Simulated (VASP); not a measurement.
All values below come from rev-vdW-DF2, VASP's PBE PAW potentials (set 64) (plane waves; VASP 6.6.1).

Input for VASP

### INCAR
```
# general
SYSTEM   = CsPbCl3
PREC     = Accurate
ENCUT    = 520
LREAL    = .FALSE.
LASPH    = .TRUE.

# electronic loop
EDIFF    = 1E-6
NELM     = 100
ALGO     = Normal
LMAXMIX  = 4

# smearing
ISMEAR   = 0
SIGMA    = 0.05

# functional
GGA      = MK
LUSE_VDW = .TRUE.
AGGAC    = 0.0
PARAM1   = 0.1234568
PARAM2   = 0.7114
ZAB_VDW  = -1.8867

# ions
IBRION   = 2
NSW      = 60
ISIF     = 3
EDIFFG   = -0.02

# output
LWAVE    = .FALSE.
LCHARG   = .FALSE.
```

File KPOINTS:
```
kpoints
0
gamma
4 4 4
0 0 0
```

### POSCAR
```
CsPbCl3
1
    5.6544128764     0.0000000000     0.0000000000
   -0.0000000000     5.6544128764     0.0000000000
   -0.0000000000    -0.0000000000     5.6544128764
Cs Pb Cl
1 1 3
Direct
  0.0000000000   0.0000000000   0.0000000000
  0.5000000000   0.5000000000   0.5000000000
  0.5000000000   0.0000000000   0.5000000000
  0.0000000000   0.5000000000   0.5000000000
  0.5000000000   0.5000000000   0.0000000000
```

POTCAR, in this order: Cs_sv Pb_d Cl (PBE.64 set). Program: vasp_std.

Question: What will the output report for the number of irreducible k-points (NKPTS), largest plane-wave count, number of space-group operations, FFT grid (NGX, NGY, NGZ)?

Answer: 
The number of irreducible k-points (NKPTS) is 10, the largest plane-wave count comes out as 4945 and the number of space-group operations comes out as 48. The FFT grid (NGX, NGY, NGZ) is 42 × 42 × 42.

The compound is CsPbCl3 in the cubic perovskite structure, the ideal cubic form; the compound distorts at low or room temperature. It was relaxed first. The start is the result of an earlier pass.
